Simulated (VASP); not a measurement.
A convergence study with VASP on SrCl₂ (fluorite): one setting is varied, all else stays as given below, so the limit is that of these other settings. ε∞ is the independent-particle value.

```
SrCl2
1.0
    0.00000     3.49000     3.49000
    3.49000     0.00000     3.49000
    3.49000     3.49000     0.00000
Sr Cl
1 2
Direct
  0.00000   0.00000   0.00000
  0.25000   0.25000   0.25000
  0.75000   0.75000   0.75000
```

Level of theory: PBE GGA, VASP's PBE PAW potentials (set 64) (plane waves; VASP 6.6.1). The tightest run used: 550 eV cut-off, 4×4×4 Γ-centred mesh, Gaussian smearing of 0.050 eV, potentials Sr_sv Cl.

| setting | mean ε∞ | bands |
|---|---|---|
| NBANDS = 13 | 1.34 | 13 |
| NBANDS = 14 | 1.56 | 14 |
| NBANDS = 16 | 2.19 | 16 |
| NBANDS = 20 | 2.70 | 20 |

These are the cheaper rows. Estimate the results at NBANDS = 140, and how far the last row shown lies from them.

```json
[
 {"quantity": "mean ε∞", "tightest run": "3.22", "last row shown is off by": "-0.52"}
]
```

Left out are rungs that failed or repeat a setting and relaxations that didn't move; long series are thinned to 24 rows.

The compound is SrCl2 in the fluorite structure. The cell was not relaxed at this level.
